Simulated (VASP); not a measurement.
**GeSe2 (relaxed from the fluorite structure, space group Fm-3m): computed properties**

Computed with PBEsol GGA, VASP's PBE PAW potentials (set 64) (plane waves; VASP).

```yaml
space_group: Fm-3m (225)
cell: a = b = c = 6.469 Å, α = β = γ = 90.00°
volume_per_atom: 22.56 Å^3/atom
band gap (over mesh and band path): none (metal, semimetal or under 0.01 eV)
density: 5.66 g/cm³
```

```
CELL_PARAMETERS angstrom
      0.00000     3.23461     3.23461
      3.23461     0.00000     3.23461
      3.23461     3.23461     0.00000
ATOMIC_POSITIONS crystal
  Ge 0.00000 0.00000 0.00000
  Se 0.25000 0.25000 0.25000
  Se 0.75000 0.75000 0.75000
```

The structure was generated: GeSe2 was put into the fluorite type (Fm-3m), which need not be its known phase. It was relaxed first, which changed the volume by +26 %. Symmetry was kept, so distortions that lower it aren't found.
